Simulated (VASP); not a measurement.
A run of VASP 6.6.1 is set up as follows.

The input run.py:

```python
from ase.calculators.vasp import Vasp
from ase.dft.bandgap import bandgap
from ase.io import read

atoms = read('POSCAR')
calc = Vasp(
    directory='calc',
    xc='lda',
    pp='LDA',
    setups='minimal',
    prec='Accurate',
    encut=500,
    ediff=1e-06,
    ismear=0,
    sigma=0.05,
    lreal=False,
    lasph=True,
    nelm=100,
    algo='Normal',
    isif=2,
    lwave=False,
    lcharg=False,
    kpts=[6, 6, 8],
    gamma=True,
    nbands=22,
)
atoms.calc = calc

print('energy (eV):', atoms.get_potential_energy())
print('free energy (eV):', atoms.get_potential_energy(force_consistent=True))
print('forces (eV/A):')
print(atoms.get_forces())
print('stress (eV/A^3, Voigt):', atoms.get_stress())
print('Fermi level (eV):', calc.get_fermi_level())
gap, top, bottom = bandgap(calc)
print('band gap (eV):', gap, 'from (spin, k, band)', top, 'to', bottom)
```

The input POSCAR:

```
SnN2F2
1.0
    4.3970390000     -2.6470130000      0.0000000000
    4.3970390000      2.6470130000      0.0000000000
   -1.2529480000      0.0000000000      3.5211200000
Sn F N
1 2 2
Direct
    0.0000000000      0.0000000000      0.0000000000
    0.1723560000      0.1723560000      0.6365290000
    0.8276440000      0.8276440000      0.3634710000
    0.4619940000      0.4619940000      0.0939310000
    0.5380060000      0.5380060000      0.9060690000
```

Potentials or basis: VASP PAW LDA potentials, release 64 (Sn, F, N).

Run with:

```sh
$ python run.py
```

**Question.** What does it give for the band gap on the k mesh?

**Answer.** 0.97 eV, direct.

**Question.** Estimate the largest force.

**Answer.** 1.305 eV/Å.

**Question.** What does it give for the pressure?

**Answer.** -0.6 GPa.

Stress tensor (GPa, compression positive):
```
-6.10  0.00  1.51
 0.00 10.79  0.00
 1.51  0.00 -6.52
```

Caveat: the standard files for N, O and F lose accuracy on very short bonds; spin-orbit coupling is left out, which moves the levels of the heavy elements; forces of over 1 eV/Å show positions far from the minimum, so gaps and moduli don't describe the material at rest. A k mesh can miss the band edges.
